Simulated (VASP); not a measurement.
Energy against volume of CsI (CsCl type). Calculation: PW91 GGA, VASP's PBE PAW potentials (set 64) (plane waves; VASP 6.6.1). Numerical set-up: 520 eV cut-off, 6×6×6 Γ-centred mesh, Gaussian smearing of 0.050 eV, potentials Cs_sv I.

```
V (Å³/atom)  E (eV/atom)
-----------  -----------
49.166          -2.74913
50.687          -2.75042
52.207          -2.74891
53.728          -2.74507
```

**Question.** Fit these four points and predict the energy of the run at 47.645 Å³/atom.

**Answer.** A cubic in V^(−2/3), the third-order Birch-Murnaghan form, passes through the four points with V0 = 50.58 Å³/atom and B0 = 10 GPa, and gives -2.7445 eV/atom there. The run gave -2.7445 eV/atom, +0.0 meV/atom from the fit; all five points give B0 = 10 GPa.

The compound is CsI in the CsCl type structure. It was relaxed first, which changed the volume by +6 %.
